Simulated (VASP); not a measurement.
Computed with r2SCAN meta-GGA, VASP's PBE PAW potentials (set 64) (plane waves; VASP).

VASP ran on this input.

INCAR:
```
# general
SYSTEM  = PbSe
PREC    = Accurate
ENCUT   = 480   # plane-wave cut-off (eV)
LREAL   = .FALSE.   # projection in real space or not
LASPH   = .TRUE.

# electronic loop
EDIFF   = 1E-7
NELM    = 100
ALGO    = Normal   # blocked Davidson
LMAXMIX = 4   # l cut-off of mixed one-centre charges
LMIXTAU = .TRUE.

# smearing
ISMEAR  = 0   # Gaussian
SIGMA   = 0.05   # width (eV)

# functional
METAGGA = R2SCAN

# ions
ISIF    = 2   # forces and stress, cell fixed

# output
LWAVE   = .FALSE.
LCHARG  = .FALSE.
```

### KPOINTS
```
Automatic mesh
0
Gamma
8 8 8
0 0 0
```

### POSCAR
```
PbSe
4.3664730
 -0.0106060056   0.7070670390   0.7070670390
  0.6964610334   0.0000000000   0.6964610334
  0.7070670390   0.7070670390  -0.0106060056
Pb Se
1 1
Cart
  0.0000000000   0.0000000000   0.0000000000
  0.6964610334   0.7070670390   0.6964610334
```

POTCAR, in this order: Pb_d Se (PBE.64 set). Program: vasp_std.

Output of the run:

### OSZICAR
```
       N       E                     dE             d eps       ncg     rms          rms(c)
DAV:   1     0.919067167114E+02    0.91907E+02   -0.94712E+03  2672   0.140E+03
DAV:   2    -0.639989751119E+02   -0.15591E+03   -0.15253E+03  2834   0.348E+02
DAV:   3    -0.764050898790E+02   -0.12406E+02   -0.12179E+02  3484   0.104E+02
DAV:   4    -0.766834952466E+02   -0.27841E+00   -0.27827E+00  2942   0.191E+01
DAV:   5    -0.766929456330E+02   -0.94504E-02   -0.94503E-02  3598   0.340E+00    0.295E+00
DAV:   6    -0.717158308564E+02    0.49771E+01   -0.26217E+00  3188   0.311E+01    0.222E+00
DAV:   7    -0.718200681829E+02   -0.10424E+00   -0.83496E-01  2666   0.113E+01    0.122E+00
DAV:   8    -0.718748931537E+02   -0.54825E-01   -0.82249E-01  2672   0.618E+00    0.638E-01
DAV:   9    -0.719082510975E+02   -0.33358E-01   -0.10118E-01  2708   0.268E+00    0.432E-01
DAV:  10    -0.718975592891E+02    0.10692E-01   -0.45017E-02  2860   0.177E+00    0.809E-02
DAV:  11    -0.719285683458E+02   -0.31009E-01   -0.75034E-02  2666   0.258E+00    0.101E-01
DAV:  12    -0.719320026814E+02   -0.34343E-02   -0.14982E-03  3170   0.362E-01    0.722E-02
DAV:  13    -0.719335233962E+02   -0.15207E-02   -0.63979E-04  2822   0.313E-01    0.317E-02
DAV:  14    -0.719361073659E+02   -0.25840E-02   -0.33727E-03  2684   0.595E-01    0.212E-02
DAV:  15    -0.719361529361E+02   -0.45570E-04   -0.63983E-05  3182   0.953E-02    0.141E-02
DAV:  16    -0.719361781789E+02   -0.25243E-04   -0.90312E-05  2714   0.126E-01    0.906E-03
DAV:  17    -0.719361824268E+02   -0.42479E-05   -0.10816E-05  3362   0.253E-02    0.247E-03
DAV:  18    -0.719361810333E+02    0.13935E-05   -0.46971E-06  2702   0.208E-02    0.216E-03
DAV:  19    -0.719361826064E+02   -0.15731E-05   -0.32453E-07  3044   0.107E-02    0.117E-03
DAV:  20    -0.719361823964E+02    0.20997E-06   -0.78524E-07  2714   0.816E-03    0.327E-04
DAV:  21    -0.719361827615E+02   -0.36513E-06   -0.40078E-08  1492   0.252E-03    0.416E-04
DAV:  22    -0.719361827382E+02    0.23354E-07   -0.29774E-08  1438   0.205E-03
   1 F= -.71936183E+02 E0= -.71936183E+02  d E =-.120729E-11
```

**OUTCAR**
```
------------------------ aborting loop because EDIFF is reached ----------------------------------------
  FORCE on cell =-STRESS in cart. coord.  units (eV):
  Direction    XX          YY          ZZ          XY          YZ          ZX
  --------------------------------------------------------------------------------------
  Total        0.0343806      0.0262204      0.0343806      0.0000000      0.0000000      0.2013284
  in kB        0.9360902      0.7139098      0.9360902      0.0000000      0.0000000      5.4816252
  external PRESSURE =       0.8620301 kB  Pullay stress =       0.0000000 kB
  volume of cell :       58.84
      direct lattice vectors                 reciprocal lattice vectors
    -0.046310837  3.087389135  3.087389135    -0.159555798  0.161949135  0.159555798
     3.041078298  0.000000000  3.041078298     0.164415366 -0.161949135  0.164415366
     3.087389135  3.087389135 -0.046310837     0.159555798  0.161949135 -0.159555798
  FREE ENERGIE OF THE ION-ELECTRON SYSTEM (eV)
  ---------------------------------------------------
  free  energy   TOTEN  =       -71.9361827382 eV

  energy  without entropy=      -71.9361827382  energy(sigma->0) =      -71.93618274
```
(Selected blocks of OUTCAR.)

The compound is PbSe in the rock salt structure. This cell was strained or had an atom moved on purpose.
